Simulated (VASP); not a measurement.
Here is the system:

```
SnTe
1.0
    0.00000     3.22992     3.22992
    3.22992     0.00000     3.22992
    3.22992     3.22992     0.00000
Sn Te
1 1
Cartesian
  0.00000   0.00000   0.00000
  3.22992   3.22992   3.22992
```

These are r2SCAN+rVV10, VASP's PBE PAW potentials (set 64) (plane waves; VASP 6.6.1) values and carry that method's errors. Numerical set-up: 520 eV cut-off, 7×7×7 Γ-centred mesh, Gaussian smearing of 0.050 eV, potentials Sn_d Te.

Give the stress tensor in GPa (positive for a compressed cell).

```
-2.37   0.00   0.00
 0.00  -2.37   0.00
 0.00   0.00  -2.37
```
The pressure is its mean diagonal, -2.37 GPa.

The compound is SnTe in the rock salt structure, which distorts at low temperature. This cell is one point of a volume scan, at 1.06 of the reference volume.
